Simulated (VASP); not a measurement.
Input:

```
CELL_PARAMETERS angstrom
      5.70197    -0.01354    -0.01354
     -0.01354     5.70197    -0.01354
     -0.01354    -0.01354     5.70197
ATOMIC_POSITIONS crystal
  Sn 0.98808 0.98808 0.98808
  Sn 0.26192 0.26192 0.26192
  Si 0.51097 0.51097 0.98767
  Si 0.73903 0.73903 0.26233
  Si 0.51097 0.98767 0.51097
  Si 0.73903 0.26233 0.73903
  Si 0.98767 0.51097 0.51097
  Si 0.26233 0.73903 0.73903
```

The numbers are results of PBEsol GGA, VASP's PBE PAW potentials (set 64) (plane waves; VASP), not measurements. Run with 400 eV cut-off, 5×5×5 Γ-centred mesh, tetrahedra with Blöchl corrections, potentials Sn_d Si.

Task: What does the run give for the energy per atom (σ→0)?

Result: 
```json
{
  "energy per atom (σ→0)": "-5.246 eV/atom"
}
```

The absolute energy has meaning only against runs of the same code, potentials and settings.

The structure was generated: Sn2Si6 was put into an ordered model structure (R-3m), which need not be its known phase. It was relaxed first.
